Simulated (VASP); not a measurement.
Consider the following.

```
CELL_PARAMETERS angstrom
      0.00000     3.01136     3.01136
      3.01136     0.00000     3.01136
      3.01136     3.01136     0.00000
ATOMIC_POSITIONS crystal
  Au 0.75000 0.75000 0.75000
  Au 0.50000 0.50000 0.50000
```

Calculation: PBEsol GGA with spin-orbit coupling, VASP's PBE PAW potentials (set 64) (plane waves; VASP). Numerical set-up: 400 eV cut-off, 10×10×10 Γ-centred mesh, Gaussian smearing of 0.050 eV, potentials Au.

Problem. Predict the energy per atom (σ→0), band gap (over mesh and band path) with the smallest direct gap where there is one.

Solution. 
```
Property                                                               Value
----------------------------------  ----------------------------------------
band gap (over mesh and band path)  none (metal, semimetal or under 0.01 eV)
energy per atom (σ→0)                                         -3.268 eV/atom
```

Total energies compare only between runs with the same potentials, cut-off and functional.

The structure was generated: Au was put into the diamond type (Fd-3m), which need not be its known phase. It was relaxed first, which changed the volume by +13 %.
